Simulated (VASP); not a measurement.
Consider the following.

```
TaC
1.0
    0.00000     2.16704     2.16704
    2.16704     0.00000     2.16704
    2.16704     2.16704     0.00000
Ta C
1 1
Cartesian
  0.00000   0.00000   0.00000
  2.16704   2.16704   2.16704
```

Method: PBEsol GGA, VASP's PBE PAW potentials (set 64) (plane waves; VASP). Settings: 600 eV cut-off, 14×14×14 Γ-centred mesh, first-order Methfessel-Paxton smearing of 0.10 eV, potentials Ta_pv C.

Unless said otherwise, spin-orbit coupling is left out, though it shifts the bands of the heavy elements here.

Problem. Estimate the energy per atom (σ→0), pressure, band gap (on the k-mesh) with the smallest direct gap where there is one.

Solution. 
```
Quantity                                                    Result
------------------------  ----------------------------------------
band gap (on the k-mesh)  none (metal, semimetal or under 0.01 eV)
energy per atom (σ→0)                              -11.689 eV/atom
pressure                                                 30.03 GPa
```

The compound is TaC in the rock salt structure. It was relaxed first under an external pressure of 30 GPa. The electron count is odd and the run is not spin-polarised, which forces a metal.
